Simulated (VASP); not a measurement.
A 63-atom supercell of C (diamond) holds Al on the C site with a neighbouring C vacancy in charge state +0. It is relaxed twice, with the total moment held at 1 and at 3 μB. Computed with PBE GGA, VASP's PBE PAW potentials (set 64) (plane waves; VASP). Settings: PREC = Normal, LREAL = Auto, ISYM = 0, EDIFF = 1E-5, 400 eV cut-off, 1×1×1 Γ-centred mesh, Gaussian smearing of 0.050 eV, potentials C Al.

The supercell is sampled at Γ alone, which is coarse: total energies, pressure and levels can be off, energies of defects by several tenths of an eV.

Task: Which spin state lies lower, and by how much?

Result: The state with 1 μB lies lower, by 1.22 eV.

The cell is a supercell with a defect, built from C (diamond).
